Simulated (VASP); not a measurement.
A run of VASP 6.6.1:

INCAR

```
PREC = Accurate
ENCUT = 350
EDIFF = 1E-5
ISMEAR = 0
SIGMA = 0.03
LREAL = Auto
LASPH = T
NELM = 120
ALGO = Normal
ISIF = 2
LWAVE = F
LCHARG = F
ISPIN = 2
MAGMOM = 2 0 0 0 0 0 0 0 0 0 0 0 0 0 0 0 0 0 0 0 0 0 0 0
LORBIT = 11
NUPDOWN = 2
LMAXMIX = 4
LDAU = T
LDAUTYPE = 2
LDAUL = 2 -1 -1
LDAUU = 5 0 0
LDAUJ = 0 0 0
LDAUPRINT = 1
GGA = PS
NBANDS = 124
ISYM = 0
KPAR = 4
```

Contents of KPOINTS:

```
regular mesh
0
Gamma
  4 4 2
```

The input POSCAR:

```
NiW7S16                                 
1.0
    6.3064000000      0.0000000000      0.0000000000
   -3.1532000000      5.4615026064      0.0000000000
    0.0000000000      0.0000000000     12.3230000000
  Ni              W               S             
     1     7    16
Direct
     0.2441643376671359    0.3721383431274681    0.2728131495588923
     0.1639309742341527    0.8321736142203424    0.2488359408039890
     0.6604437932151038    0.3228934555261335    0.2450054224006664
     0.6602810899053556    0.8377192559922045    0.2447826642787115
     0.3325747560861300    0.1674434860407231    0.7489173820359354
     0.3326168242861473    0.6672292315648212    0.7489130536254853
     0.8323898680427251    0.1672199860357033    0.7493509712577267
     0.8324209662878143    0.6672072572410852    0.7492154146128036
     0.1655727562508726    0.3338539201379221    0.6219969689862922
     0.1654849724258407    0.8337566497234233    0.6222902486028116
     0.6664025599574872    0.3340283481609018    0.6221464736308642
     0.6665193596655803    0.8345057724277047    0.6221374244223916
     0.3007065658215438    0.1702967730362382    0.1342610695662630
     0.3000505315980522    0.6301260909178567    0.1342774501745373
     0.7783564702500650    0.1391639379886068    0.1067347428261020
     0.8227802872689690    0.6613470559711293    0.1213572117286238
     0.1659047598716929    0.3340197004884705    0.8758420462504353
     0.1663160355492122    0.8341757373302974    0.8761640869879680
     0.6652682974927459    0.3339433986664839    0.8760362469971639
     0.6653420319357315    0.8333743630425913    0.8760190056674675
     0.3525598833568078    0.1610608191474582    0.3816452996221243
     0.3527111672006985    0.6919375322133223    0.3816316218516327
     0.8761733319862033    0.1880885585680597    0.3591086915555781
     0.8283343796439254    0.6643737124310494    0.3711884125555255
```

Potentials or basis: VASP PAW PBE potentials, release 64 (Ni, W_sv, S).

Launch:

```console
$ cat potpaw_PBE.64/Ni/POTCAR potpaw_PBE.64/W_sv/POTCAR potpaw_PBE.64/S/POTCAR > POTCAR
$ mpirun -np 4 vasp_std > vasp.out
```

Hardware: 4 MPI ranks on Intel(R) Xeon(R) Platinum 8488C (Sapphire Rapids), with other jobs on the host.

Q: Estimate the wall time of this run.

A: It took 11 min on 4 MPI ranks on Intel(R) Xeon(R) Platinum 8488C (Sapphire Rapids) (shared host), peak memory 0.92 GiB a rank. Counts: scf iterations 26, k points 20.
